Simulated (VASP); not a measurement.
All values below come from PBE GGA with D3 dispersion (zero damping), VASP's PBE PAW potentials (set 64) (plane waves; VASP 6.6.1).

The input files of a VASP run:

File POSCAR:
```
Cs
3.1098190
 -1.0000000349   1.0000000349   1.0000000349
  1.0000000349  -1.0000000349   1.0000000349
  1.0000000349   1.0000000349  -1.0000000349
Cs
1
Direct
  0.0000000000   0.0000000000   0.0000000000
```

File KPOINTS:
```
kpoints
0
Gamma
  9 9 9
0 0 0
```

INCAR:
```
# general
SYSTEM  = Cs
PREC    = Accurate
ENCUT   = 520   # plane-wave cut-off (eV)
LREAL   = .False.
LASPH   = .True.

# electronic loop
EDIFF   = 1E-7   # SCF stop (eV)
NELM    = 100
ALGO    = Normal   # blocked Davidson
LMAXMIX = 4   # l cut-off of mixed one-centre charges

# smearing
ISMEAR  = 1
SIGMA   = 0.1   # width (eV)

# functional
GGA     = PE
IVDW    = 11

# ions
ISIF    = 2

# output
LWAVE   = .False.
LCHARG  = .False.
```

POTCAR, in this order: Cs_sv (PBE.64 set). Program: vasp_std.

The resulting files:

File OSZICAR:
```
       N       E                     dE             d eps       ncg     rms          rms(c)
DAV:   1     0.556327684303E+02    0.55633E+02   -0.28701E+03   560   0.767E+02
DAV:   2     0.413256914323E+01   -0.51500E+02   -0.50871E+02   768   0.122E+02
DAV:   3    -0.782114186328E+00   -0.49147E+01   -0.49147E+01   560   0.464E+01
DAV:   4    -0.849928080249E+00   -0.67814E-01   -0.67815E-01  1040   0.662E+00
DAV:   5    -0.849983647815E+00   -0.55568E-04   -0.55567E-04   720   0.121E-01    0.131E-01
DAV:   6    -0.850731893154E+00   -0.74825E-03   -0.13864E-03  1016   0.218E-01    0.916E-02
DAV:   7    -0.851870550229E+00   -0.11387E-02   -0.38508E-03   664   0.376E-01    0.355E-02
DAV:   8    -0.851958721354E+00   -0.88171E-04   -0.13237E-04   832   0.890E-02    0.435E-03
DAV:   9    -0.851960469016E+00   -0.17477E-05   -0.36067E-06   936   0.115E-02    0.283E-03
DAV:  10    -0.851959917877E+00    0.55114E-06   -0.90553E-07   792   0.562E-03    0.462E-04
DAV:  11    -0.851960019918E+00   -0.10204E-06   -0.23533E-08   656   0.110E-03    0.194E-04
DAV:  12    -0.851960089392E+00   -0.69474E-07   -0.92640E-09   584   0.520E-04
   1 F= -.96151884E+00 E0= -.96119211E+00  d E =-.980185E-03
```

File OUTCAR:
```
------------------------ aborting loop because EDIFF is reached ----------------------------------------
 Edisp (eV)   -0.10956
  FORCE on cell =-STRESS in cart. coord.  units (eV):
  Direction    XX          YY          ZZ          XY          YZ          ZX
  --------------------------------------------------------------------------------------
  Total      -0.08961    -0.08961    -0.08961     0.00000    -0.00000     0.00000
  in kB      -1.19342    -1.19342    -1.19342     0.00000    -0.00000     0.00000
  external pressure =       -1.19 kB  Pullay stress =        0.00 kB
  volume of cell :      120.30
      direct lattice vectors                 reciprocal lattice vectors
    -3.109819108  3.109819108  3.109819108     0.000000000  0.160781056  0.160781056
     3.109819108 -3.109819108  3.109819108     0.160781056  0.000000000  0.160781056
     3.109819108  3.109819108 -3.109819108     0.160781056  0.160781056  0.000000000
 POSITION                                       TOTAL-FORCE (eV/Angst)
 -----------------------------------------------------------------------------------
      0.00000      0.00000      0.00000         0.000000     -0.000000      0.000000
 -----------------------------------------------------------------------------------
    total drift:                               -0.000000      0.000000      0.000000
  FREE ENERGIE OF THE ION-ELECTRON SYSTEM (eV)
  ---------------------------------------------------
  free  energy   TOTEN  =        -0.9615188432 eV

  energy  without entropy=       -0.9605386580  energy(sigma->0) =       -0.96119211
```
(Selected blocks of OUTCAR.)

The compound is Cs in the bcc structure. This cell is one point of a volume scan, at 1.06 of the reference volume.
